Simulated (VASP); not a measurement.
OSZICAR of a VASP run on CoGa (CsCl type):

OSZICAR:
```
       N       E                     dE             d eps       ncg     rms          rms(c)
DAV:   1     0.891022513681E+02    0.89102E+02   -0.11171E+04  1720   0.272E+03
DAV:   2    -0.226405713140E+02   -0.11174E+03   -0.10900E+03  1715   0.375E+02
DAV:   3    -0.286063476333E+02   -0.59658E+01   -0.59446E+01  2002   0.914E+01
DAV:   4    -0.286978844430E+02   -0.91537E-01   -0.91519E-01  2251   0.105E+01
DAV:   5    -0.287001705307E+02   -0.22861E-02   -0.22861E-02  2116   0.144E+00    0.110E+01
DAV:   6    -0.285033604130E+02    0.19681E+00   -0.39497E+01  1824   0.889E+01    0.159E+01
DAV:   7    -0.249782651436E+02    0.35251E+01   -0.14682E+01  1764   0.560E+01    0.124E+00
DAV:   8    -0.250603714606E+02   -0.82106E-01   -0.67695E-01  2262   0.941E+00    0.175E+00
DAV:   9    -0.250249579956E+02    0.35413E-01   -0.22115E-01  1879   0.701E+00    0.348E-01
DAV:  10    -0.250278291846E+02   -0.28712E-02   -0.82801E-03  1827   0.976E-01    0.344E-01
DAV:  11    -0.250271290845E+02    0.70010E-03   -0.50381E-03  2314   0.847E-01    0.894E-02
DAV:  12    -0.250280553169E+02   -0.92623E-03   -0.91795E-04  1842   0.395E-01    0.230E-02
DAV:  13    -0.250280458298E+02    0.94871E-05   -0.45005E-05  2073   0.800E-02    0.931E-03
DAV:  14    -0.250280476527E+02   -0.18229E-05   -0.15566E-05  2359   0.491E-02    0.375E-03
DAV:  15    -0.250280493303E+02   -0.16776E-05   -0.10856E-06  1276   0.154E-02    0.256E-03
DAV:  16    -0.250280504613E+02   -0.11310E-05   -0.28562E-07   994   0.867E-03    0.946E-04
DAV:  17    -0.250280503664E+02    0.94924E-07   -0.66296E-08   903   0.288E-03
   1 F= -.25028050E+02 E0= -.25028187E+02  d E =-.250281E+02
       N       E                     dE             d eps       ncg     rms          rms(c)
DAV:   1    -0.265172318567E+02   -0.14892E+01   -0.19115E+01  1694   0.808E+01    0.928E+00
DAV:   2    -0.261142985899E+02    0.40293E+00   -0.12966E+01  1709   0.594E+01    0.731E+00
DAV:   3    -0.251747033038E+02    0.93960E+00   -0.54444E+00  1792   0.396E+01    0.269E+00
DAV:   4    -0.250399588975E+02    0.13474E+00   -0.25167E-01  2275   0.778E+00    0.756E-01
DAV:   5    -0.250264204953E+02    0.13538E-01   -0.51710E-02  2453   0.384E+00    0.424E-01
DAV:   6    -0.250277470958E+02   -0.13266E-02   -0.63875E-03  2237   0.124E+00    0.170E-01
DAV:   7    -0.250274546386E+02    0.29246E-03   -0.99919E-04  2432   0.431E-01    0.381E-02
DAV:   8    -0.250276325955E+02   -0.17796E-03   -0.25267E-04  1799   0.170E-01    0.214E-02
DAV:   9    -0.250276470490E+02   -0.14454E-04   -0.39964E-05  2281   0.818E-02    0.475E-03
DAV:  10    -0.250276497321E+02   -0.26831E-05   -0.58612E-06  1828   0.370E-02    0.408E-03
DAV:  11    -0.250276499572E+02   -0.22506E-06   -0.21554E-06  1470   0.206E-02
   2 F= -.25027650E+02 E0= -.25027742E+02  d E =0.400409E-03
       N       E                     dE             d eps       ncg     rms          rms(c)
DAV:   1    -0.254110189459E+02   -0.38337E+00   -0.48974E+00  1694   0.455E+01    0.446E+00
DAV:   2    -0.253536852358E+02    0.57334E-01   -0.35775E+00  1715   0.281E+01    0.384E+00
DAV:   3    -0.250833204121E+02    0.27036E+00   -0.14869E+00  1779   0.185E+01    0.133E+00
DAV:   4    -0.250501409702E+02    0.33179E-01   -0.52714E-02  2101   0.398E+00    0.326E-01
DAV:   5    -0.250475289864E+02    0.26120E-02   -0.11525E-02  2453   0.188E+00    0.124E-01
DAV:   6    -0.250472869062E+02    0.24208E-03   -0.24519E-03  2075   0.767E-01    0.339E-02
DAV:   7    -0.250473479287E+02   -0.61022E-04   -0.14176E-04  2080   0.190E-01    0.815E-03
DAV:   8    -0.250473639705E+02   -0.16042E-04   -0.15632E-05  2383   0.442E-02    0.771E-03
DAV:   9    -0.250473680886E+02   -0.41180E-05   -0.84492E-06  1913   0.404E-02    0.282E-03
DAV:  10    -0.250473701466E+02   -0.20581E-05   -0.15164E-06   925   0.196E-02    0.108E-03
DAV:  11    -0.250473700279E+02    0.11875E-06   -0.30921E-07   861   0.910E-03
   3 F= -.25047370E+02 E0= -.25047494E+02  d E =-.193197E-01
```

Q: Which electronic solver shows in the log?

A: It is blocked Davidson (ALGO = Normal, or the opening steps of other solvers). The INCAR had ALGO = Normal.

Q: How was spin treated?

A: Without spin polarisation: there is no mag entry.

Q: Can the final energy be trusted as converged?

A: The run converged. It stopped with EDIFF = 1E-6, NELM = 100, NSW = 60 and EDIFFG = -0.01 after 3 ionic steps (r2SCAN meta-GGA, plane waves, VASP's PBE PAW potentials (set 64)). Energy and stress use the plane-wave basis of the starting cell.

The compound is CoGa in the CsCl type structure. This run relaxes it. Symmetry was kept, so distortions that lower it aren't found. The run is not spin-polarised, so no magnetic state was tried.
